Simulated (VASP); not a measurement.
Level of theory: TPSS meta-GGA, VASP's PBE PAW potentials (set 64) (plane waves; VASP).

VASP ran on this input.

### INCAR
```
ISMEAR = 1
LWAVE = .FALSE.
LASPH = .TRUE.
LMAXMIX = 6   ! l cut-off of mixed one-centre charges
NSW = 30
EDIFFG = -0.01   ! ionic stop
EDIFF = 1E-7   ! SCF stop (eV)
ISIF = 4   ! ions and shape, fixed volume
IBRION = 2   ! conjugate gradients
LMIXTAU = .TRUE.
SIGMA = 0.1
NELM = 100   ! most electronic steps
ALGO = Normal   ! blocked Davidson
PREC = Accurate
LREAL = .FALSE.
METAGGA = TPSS
ENCUT = 520   ! plane-wave cut-off (eV)
LCHARG = .FALSE.
SYSTEM = HfB2
```

File KPOINTS:
```
K-points
0
Gamma
11 11 9
0 0 0
```

File POSCAR:
```
HfB2
1
    1.5822260201    -2.7404960889     0.0000000000
    1.5822260201     2.7404960889     0.0000000000
    0.0000000000     0.0000000000     3.5008185586
Hf B
1 2
Direct
  0.0000000000   0.0000000000   0.0000000000
  0.3333330000   0.6666670000   0.5000000000
  0.6666670000   0.3333330000   0.5000000000
```

POTCAR, in this order: Hf_pv B (PBE.64 set). Program: vasp_std.

The run wrote:

File OSZICAR:
```
       N       E                     dE             d eps       ncg     rms          rms(c)
DAV:   1     0.641653755042E+02    0.64165E+02   -0.96619E+03  1920   0.151E+03
DAV:   2    -0.127785911906E+02   -0.76944E+02   -0.71779E+02  2620   0.351E+02
DAV:   3    -0.162368530265E+02   -0.34583E+01   -0.33488E+01  2672   0.573E+01
DAV:   4    -0.163104123400E+02   -0.73559E-01   -0.73198E-01  2544   0.894E+00
DAV:   5    -0.163128257247E+02   -0.24134E-02   -0.24120E-02  2704   0.125E+00    0.621E+01
DAV:   6    -0.306854900333E+02   -0.14373E+02   -0.14036E+01  1920   0.577E+01    0.298E+01
DAV:   7    -0.298385769577E+02    0.84691E+00   -0.44905E+00  2484   0.179E+01    0.145E+01
DAV:   8    -0.304580502578E+02   -0.61947E+00   -0.36973E-01  2148   0.689E+00    0.123E+01
DAV:   9    -0.304483987568E+02    0.96515E-02   -0.56714E-02  2384   0.189E+00    0.571E+00
DAV:  10    -0.306041143014E+02   -0.15572E+00   -0.26792E-01  2380   0.559E+00    0.601E-01
DAV:  11    -0.306503402448E+02   -0.46226E-01   -0.27563E-02  2112   0.207E+00    0.103E+00
DAV:  12    -0.306506408922E+02   -0.30065E-03   -0.15246E-03  2364   0.499E-01    0.303E-01
DAV:  13    -0.306520572483E+02   -0.14164E-02   -0.11458E-03  2036   0.402E-01    0.230E-01
DAV:  14    -0.306528466473E+02   -0.78940E-03   -0.37301E-04  2084   0.255E-01    0.125E-01
DAV:  15    -0.306529567410E+02   -0.11009E-03   -0.38976E-05  2292   0.883E-02    0.163E-02
DAV:  16    -0.306529594256E+02   -0.26847E-05   -0.20240E-06  2456   0.146E-02    0.109E-02
DAV:  17    -0.306529591848E+02    0.24081E-06   -0.63169E-07  2388   0.837E-03    0.696E-03
DAV:  18    -0.306529596969E+02   -0.51208E-06   -0.87793E-08  1248   0.287E-03    0.493E-04
DAV:  19    -0.306529596449E+02    0.52015E-07   -0.11492E-08  1176   0.117E-03
   1 F= -.30652960E+02 E0= -.30652948E+02  d E =-.306530E+02
       N       E                     dE             d eps       ncg     rms          rms(c)
DAV:   1    -0.306530796006E+02   -0.11990E-03   -0.62803E-03  2072   0.694E-01    0.928E-02
DAV:   2    -0.306530259671E+02    0.53633E-04   -0.81832E-05  2352   0.814E-02    0.387E-02
DAV:   3    -0.306530134416E+02    0.12526E-04   -0.24099E-05  2368   0.457E-02    0.125E-02
DAV:   4    -0.306530096345E+02    0.38071E-05   -0.53673E-06  2480   0.205E-02    0.735E-03
DAV:   5    -0.306530130433E+02   -0.34088E-05   -0.14365E-06  2256   0.150E-02    0.529E-03
DAV:   6    -0.306530118800E+02    0.11633E-05   -0.60423E-07  2304   0.919E-03    0.160E-03
DAV:   7    -0.306530131768E+02   -0.12968E-05   -0.32399E-07  2176   0.679E-03    0.667E-04
DAV:   8    -0.306530131173E+02    0.59542E-07   -0.73193E-09  1044   0.932E-04
   2 F= -.30653013E+02 E0= -.30653009E+02  d E =-.534724E-04
```

OUTCAR:
```
------------------------ aborting loop because EDIFF is reached ----------------------------------------
  FORCE on cell =-STRESS in cart. coord.  units (eV):
  Direction    XX          YY          ZZ          XY          YZ          ZX
  --------------------------------------------------------------------------------------
  Total       -1.3786439     -1.3786442     -1.3899362      0.0000000      0.0000000      0.0000000
  in kB      -72.7554261    -72.7554379    -73.3513530      0.0000000      0.0000000      0.0000000
  external PRESSURE =     -72.9540724 kB  Pullay stress =       0.0000000 kB
  volume of cell :       30.36
      direct lattice vectors                 reciprocal lattice vectors
     1.581334090 -2.738951210 -0.000000000     0.316188719 -0.182551627  0.000000000
     1.581334090  2.738951210  0.000000000     0.316188719  0.182551627  0.000000000
    -0.000000000  0.000000000  3.504768864     0.000000000 -0.000000000  0.285325520
 POSITION                                       TOTAL-FORCE (eV/Angst)
 -----------------------------------------------------------------------------------
      1.58133     -2.73895     -0.00000         0.000000      0.000000      0.000000
      1.58133      0.91299      1.75238        -0.000000     -0.000000      0.000000
      1.58133     -0.91299      1.75238         0.000000      0.000000     -0.000000
 -----------------------------------------------------------------------------------
    total drift:                                0.000000     -0.000000     -0.000000
  FREE ENERGIE OF THE ION-ELECTRON SYSTEM (eV)
  ---------------------------------------------------
  free  energy   TOTEN  =       -30.6530131173 eV

  energy  without entropy=      -30.6530005421  energy(sigma->0) =      -30.65300893

 reached required accuracy - stopping structural energy minimisation
```
(Selected blocks of OUTCAR.)

### CONTCAR
```
HfB2
   1.00000000000000
     1.5813340901595017   -2.7389512101260962   -0.0000000000000000
     1.5813340901595017    2.7389512101260962    0.0000000000000000
    -0.0000000000000000    0.0000000000000000    3.5047688639778185
  Hf              B
     1     2
Direct
     1.0000000000000000    0.0000000000000000    0.0000000000000000
     0.3333330000000032    0.6666669999999968    0.5000000000000000
     0.6666669999999968    0.3333330000000032    0.5000000000000000
```

The compound is HfB2 in the AlB2 type structure. This cell is one point of a volume scan, at 1.03 of the reference volume. Symmetry was kept, so distortions that lower it aren't found.
